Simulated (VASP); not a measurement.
Computed with TPSS meta-GGA, VASP's PBE PAW potentials (set 64) (plane waves; VASP 6.6.1).

A VASP calculation is set up with these files.

File POSCAR:
```
Pd
1
    0.0000000000     1.9450000000     1.9450000000
    1.9450000000     0.0000000000     1.9450000000
    1.9450000000     1.9450000000     0.0000000000
Pd
1
Direct
  0.0000000000   0.0000000000   0.0000000000
```

### INCAR
```
SYSTEM = Pd
PREC = Accurate; ENCUT = 520; LREAL = .False.
LASPH = .True.
EDIFF = 1E-6; NELM = 100; ALGO = Normal
LMAXMIX = 4; LMIXTAU = .True.
ISMEAR = 1; SIGMA = 0.1
METAGGA = TPSS
IBRION = 2; NSW = 60; ISIF = 3
EDIFFG = -0.01
LWAVE = .False.; LCHARG = .False.
```

### KPOINTS
```
Automatic mesh
0
Gamma
14 14 14
0 0 0
```

POTCAR, in this order: Pd (PBE.64 set). Program: vasp_std.

Output of the run:

### OSZICAR
```
       N       E                     dE             d eps       ncg     rms          rms(c)
DAV:   1     0.458101423849E+02    0.45810E+02   -0.59186E+03  1928   0.121E+03
DAV:   2    -0.101709261737E+02   -0.55981E+02   -0.54383E+02  2075   0.258E+02
DAV:   3    -0.111223484817E+02   -0.95142E+00   -0.93628E+00  2973   0.411E+01
DAV:   4    -0.111304910461E+02   -0.81426E-02   -0.81381E-02  2599   0.308E+00
DAV:   5    -0.111305654707E+02   -0.74425E-04   -0.74420E-04  3054   0.326E-01    0.880E+00
DAV:   6    -0.136412817004E+02   -0.25107E+01   -0.60208E+00  1883   0.349E+01    0.367E+00
DAV:   7    -0.129614233707E+02    0.67986E+00   -0.13453E+00  1967   0.121E+01    0.219E+00
DAV:   8    -0.134606831796E+02   -0.49926E+00   -0.12871E-01  1914   0.561E+00    0.165E+00
DAV:   9    -0.134809268507E+02   -0.20244E-01   -0.11302E-01  2060   0.313E+00    0.100E+00
DAV:  10    -0.136886423990E+02   -0.20772E+00   -0.13647E-01  1914   0.389E+00    0.571E-01
DAV:  11    -0.136849825336E+02    0.36599E-02   -0.15940E-02  1925   0.114E+00    0.175E-01
DAV:  12    -0.136848614647E+02    0.12107E-03   -0.18656E-03  2003   0.414E-01    0.655E-02
DAV:  13    -0.136847914757E+02    0.69989E-04   -0.40458E-04  1924   0.213E-01    0.152E-02
DAV:  14    -0.136848484133E+02   -0.56938E-04   -0.10087E-04  2058   0.951E-02    0.166E-02
DAV:  15    -0.136848459417E+02    0.24716E-05   -0.13467E-05  1956   0.430E-02    0.819E-03
DAV:  16    -0.136848450461E+02    0.89560E-06   -0.39931E-06  1211   0.178E-02
   1 F= -.13684845E+02 E0= -.13684372E+02  d E =-.136848E+02
       N       E                     dE             d eps       ncg     rms          rms(c)
DAV:   1    -0.138023324567E+02   -0.11749E+00   -0.23938E+00  1899   0.177E+01    0.234E+00
DAV:   2    -0.136816277267E+02    0.12070E+00   -0.61089E-01  1891   0.723E+00    0.734E-01
DAV:   3    -0.136826135409E+02   -0.98581E-03   -0.42147E-03  1934   0.469E-01    0.422E-01
DAV:   4    -0.136813095884E+02    0.13040E-02   -0.33894E-03  1974   0.519E-01    0.697E-02
DAV:   5    -0.136826120940E+02   -0.13025E-02   -0.14935E-03  1887   0.359E-01    0.207E-02
DAV:   6    -0.136826737564E+02   -0.61662E-04   -0.79996E-05  1929   0.905E-02    0.858E-03
DAV:   7    -0.136826746652E+02   -0.90880E-06   -0.15035E-05  1914   0.446E-02    0.236E-03
DAV:   8    -0.136826759419E+02   -0.12767E-05   -0.61167E-07  1312   0.644E-03    0.305E-04
DAV:   9    -0.136826758379E+02    0.10396E-06   -0.23892E-08   944   0.191E-03
   2 F= -.13682676E+02 E0= -.13682173E+02  d E =0.216921E-02
       N       E                     dE             d eps       ncg     rms          rms(c)
DAV:   1    -0.137350748906E+02   -0.52399E-01   -0.94207E-01  1899   0.110E+01    0.156E+00
DAV:   2    -0.136854175932E+02    0.49657E-01   -0.25324E-01  1887   0.479E+00    0.389E-01
DAV:   3    -0.136859545785E+02   -0.53699E-03   -0.87957E-04  1932   0.333E-01    0.215E-01
DAV:   4    -0.136856769007E+02    0.27768E-03   -0.11357E-03  1997   0.293E-01    0.252E-02
DAV:   5    -0.136860501298E+02   -0.37323E-03   -0.46051E-04  1875   0.216E-01    0.145E-02
DAV:   6    -0.136860704784E+02   -0.20349E-04   -0.31825E-05  1918   0.571E-02    0.479E-03
DAV:   7    -0.136860721442E+02   -0.16658E-05   -0.69843E-06  1909   0.296E-02    0.126E-03
DAV:   8    -0.136860721977E+02   -0.53454E-07   -0.33590E-07  1006   0.540E-03
   3 F= -.13686072E+02 E0= -.13685587E+02  d E =-.122715E-02
```

OUTCAR:
```
------------------------ aborting loop because EDIFF is reached ----------------------------------------
  FORCE on cell =-STRESS in cart. coord.  units (eV):
  Direction    XX          YY          ZZ          XY          YZ          ZX
  --------------------------------------------------------------------------------------
  Total        0.0016126      0.0016126      0.0016126      0.0000000      0.0000000     -0.0000000
  in kB        0.1735323      0.1735323      0.1735323      0.0000000      0.0000000     -0.0000000
  external PRESSURE =       0.1735323 kB  Pullay stress =       0.0000000 kB
  volume of cell :       14.89
      direct lattice vectors                 reciprocal lattice vectors
     0.000000000  1.952590725  1.952590725    -0.256070048  0.256070048  0.256070048
     1.952590725 -0.000000000  1.952590725     0.256070048 -0.256070048  0.256070048
     1.952590725  1.952590725  0.000000000     0.256070048  0.256070048 -0.256070048
 POSITION                                       TOTAL-FORCE (eV/Angst)
 -----------------------------------------------------------------------------------
      0.00000      0.00000      0.00000        -0.000000      0.000000      0.000000
 -----------------------------------------------------------------------------------
    total drift:                               -0.000000     -0.000000      0.000000
  FREE ENERGIE OF THE ION-ELECTRON SYSTEM (eV)
  ---------------------------------------------------
  free  energy   TOTEN  =       -13.6860721977 eV

  energy  without entropy=      -13.6846179094  energy(sigma->0) =      -13.68558743

 reached required accuracy - stopping structural energy minimisation
```
(Selected blocks of OUTCAR.)

### CONTCAR
```
Pd
   1.00000000000000
     0.0000000000000000    1.9525907245948646    1.9525907245948646
     1.9525907245948646   -0.0000000000000000    1.9525907245948646
     1.9525907245948646    1.9525907245948646    0.0000000000000000
  Pd
     1
Direct
     0.0000000000000000    0.0000000000000000    0.0000000000000000
```

OUTCAR:
```
 val. band max:        9.5810563489   @ k =  -0.4286   0.3571   0.0000

 cond. band min:       9.5872775053   @ k =   0.5000   0.1429   0.0000


 Fermi energy:         9.5810988303

 k-point     1 :       0.0000    0.0000    0.0000
  band No.  band energies     occupation
      1       2.5071      2.00000
      2       6.7819      2.00000
      3       6.7819      2.00000
      4       6.7819      2.00000
      5       8.3478      2.00000
      6       8.3478      2.00000
      7      26.7475      0.00000
      8      31.5146      0.00000
      9      31.5146      0.00000

 k-point     2 :       0.0714    0.0000    0.0000
  band No.  band energies     occupation
      1       2.6906      2.00000
      2       6.7173      2.00000
      3       6.8450      2.00000
      4       6.8450      2.00000
      5       8.3179      2.00000
      6       8.3179      2.00000
      7      26.9343      0.00000
      8      30.3007      0.00000
      9      31.7224      0.00000

 k-point     3 :       0.1429    0.0000    0.0000
  band No.  band energies     occupation
      1       3.2046      2.00000
      2       6.5802      2.00000
      3       6.9899      2.00000
      4       6.9899      2.00000
      5       8.2774      2.00000
      6       8.2774      2.00000
      7      27.1251      0.00000
      8      28.3161      0.00000
      9      32.2874      0.00000

 k-point     4 :       0.2143    0.0000    0.0000
  band No.  band energies     occupation
      1       3.8905      2.00000
      2       6.5732      2.00000
      3       7.0778      2.00000
      4       7.0778      2.00000
      5       8.3709      2.00000
      6       8.3709      2.00000
      7      25.2959      0.00000
      8      27.8960      0.00000
      9      32.9810      0.00000

 k-point     5 :       0.2857    0.0000    0.0000
  band No.  band energies     occupation
      1       4.3651      2.00000
      2       7.0106      2.00000
      3       7.0106      2.00000
...
```

The compound is Pd in the fcc structure. This run relaxes it. Symmetry was kept, so distortions that lower it aren't found.
